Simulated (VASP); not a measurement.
An input for Quantum ESPRESSO's pw.x (written as the equivalent of a VASP run, and not itself run):

```
&CONTROL
  calculation = 'scf'
  pseudo_dir = './pseudo'
  outdir = './out'
  tprnfor = .true.
  tstress = .true.
/
&SYSTEM
  ibrav = 0
  nat = 2
  ntyp = 2
  ecutwfc = 84
  occupations = 'smearing'
  smearing = 'methfessel-paxton'
  degauss = 0.00735
  input_dft = 'pbe'
/
&ELECTRONS
  conv_thr = 7.3e-08
  electron_maxstep = 100
/
ATOMIC_SPECIES
  Ti 47.867 Ti.upf
  C 12.011 C.upf
CELL_PARAMETERS angstrom
     0.0000000    2.1650000    2.1650000
     2.1650000    0.0000000    2.1650000
     2.1650000    2.1650000    0.0000000
ATOMIC_POSITIONS crystal
  Ti   0.0000000  0.0000000  0.0000000
  C    0.5000000  0.5000000  0.5000000
K_POINTS automatic
  13 13 13 0 0 0
HUBBARD {ortho-atomic}
U Ti-3d 6
```

Question: Translate this input to VASP (INCAR, KPOINTS, POSCAR, choice of POTCAR).

Answer: One answer among several that fit: 
### KPOINTS
```
Automatic
0
gamma
13 13 13
```

### INCAR
```
# general
SYSTEM    = TiC
PREC      = Accurate
ENCUT     = 520
LREAL     = .FALSE.   # projection in real space or not
LASPH     = .TRUE.   # aspherical one-centre terms

# electronic loop
EDIFF     = 1E-6
NELM      = 100
ALGO      = Normal   # blocked Davidson
LMAXMIX   = 4

# smearing
ISMEAR    = 1   # Methfessel-Paxton
SIGMA     = 0.1   # width (eV)

# functional
GGA       = PE   # PBE

# DFT+U
LDAU      = .TRUE.
LDAUTYPE  = 2   # Dudarev
LDAUL     = 2 -1
LDAUU     = 6.0 0
LDAUJ     = 0 0
LDAUPRINT = 1

# ions
ISIF      = 2   # forces and stress, cell fixed

# output
LWAVE     = .FALSE.
LCHARG    = .FALSE.
LORBIT    = 10
```

File POSCAR:
```
TiC
1
    0.0000000000     2.1650000000     2.1650000000
    2.1650000000     0.0000000000     2.1650000000
    2.1650000000     2.1650000000     0.0000000000
Ti C
1 1
Direct
  0.0000000000   0.0000000000   0.0000000000
  0.5000000000   0.5000000000   0.5000000000
```

POTCAR, in this order: Ti_sv C (PBE.64 set). Program: vasp_std.

Limits of the translation: the potentials are each code's own (VASP's PAW set, PseudoDojo norm-conserving files in pw.x), so ENCUT and ecutwfc are chosen apart and not converted; conv_thr bounds pw.x's estimated SCF error, while EDIFF bounds the energy change between steps; the +U projectors differ (PAW spheres against orthogonalised atomic orbitals), so the same U acts differently.

The compound is TiC in the rock salt structure. The cell was not relaxed at this level. The run is one of a series of settings (LDAU = .TRUE., LDAUJ = 0 0, LDAUL = 2 -1, LDAUTYPE = 2, LDAUU = 6.0 0 against the base run), some of them coarse on purpose.
